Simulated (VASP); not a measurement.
Data:

```yaml
crystal:
  lattice:
    - [3.83589, 0.00000, 0.00000]
    - [0.00000, 3.83589, 0.00000]
    - [0.00000, 0.00000, 5.39315]
  atoms:
    - { symbol: Al, position: [0.50000, 0.50000, 0.50000] }
    - { symbol: Ga, position: [0.00000, 0.00000, 0.00000] }
    - { symbol: P, position: [0.00000, 0.50000, 0.24960] }
    - { symbol: P, position: [0.50000, 0.00000, 0.75040] }
```

The numbers are results of LDA (Ceperley-Alder, Perdew-Zunger) with spin-orbit coupling, VASP's LDA PAW potentials (set 64) (plane waves; VASP), not measurements. Run with 400 eV cut-off, 5×5×4 Γ-centred mesh, Gaussian smearing of 0.050 eV, potentials Al Ga_d P.

Task: Give the energies of bands 19 to 32 at the high-symmetry points, in eV from the valence-band maximum.

Result: 
```json
[
 {"band": "19", "Γ": "-2.52", "X": "-3.27", "M": "-2.53", "Z": "-1.73", "R": "-1.04", "A": "-3.65"},
 {"band": "20", "Γ": "-2.52", "X": "-3.27", "M": "-2.53", "Z": "-1.73", "R": "-1.04", "A": "-3.65"},
 {"band": "21", "Γ": "-0.09", "X": "-3.22", "M": "-2.49", "Z": "-1.72", "R": "-1.02", "A": "-3.41"},
 {"band": "22", "Γ": "-0.09", "X": "-3.22", "M": "-2.49", "Z": "-1.72", "R": "-1.02", "A": "-3.41"},
 {"band": "23", "Γ": "-0.02", "X": "-1.11", "M": "-2.48", "Z": "-1.44", "R": "-0.97", "A": "-3.29"},
 {"band": "24", "Γ": "-0.02", "X": "-1.11", "M": "-2.48", "Z": "-1.44", "R": "-0.97", "A": "-3.29"},
 {"band": "25", "Γ": "0.00", "X": "-1.09", "M": "-2.42", "Z": "-1.41", "R": "-0.90", "A": "-3.26"},
 {"band": "26", "Γ": "0.00", "X": "-1.09", "M": "-2.42", "Z": "-1.41", "R": "-0.90", "A": "-3.26"},
 {"band": "27", "Γ": "1.45", "X": "3.25", "M": "1.41", "Z": "2.13", "R": "1.66", "A": "4.40"},
 {"band": "28", "Γ": "1.45", "X": "3.25", "M": "1.41", "Z": "2.13", "R": "1.66", "A": "4.40"},
 {"band": "29", "Γ": "1.70", "X": "3.41", "M": "1.42", "Z": "2.48", "R": "2.67", "A": "4.40"},
 {"band": "30", "Γ": "1.70", "X": "3.41", "M": "1.42", "Z": "2.48", "R": "2.67", "A": "4.40"},
 {"band": "31", "Γ": "2.80", "X": "5.75", "M": "1.51", "Z": "3.81", "R": "4.44", "A": "5.17"},
 {"band": "32", "Γ": "2.80", "X": "5.76", "M": "1.51", "Z": "3.81", "R": "4.45", "A": "5.18"}
]
```

The gap is indirect, 1.41 eV, from the valence maximum at Γ to the conduction minimum at M.

The structure comes from a computed database's AlGaP2 entry (P-4m2); how it stands against other phases isn't given here. It was relaxed first.
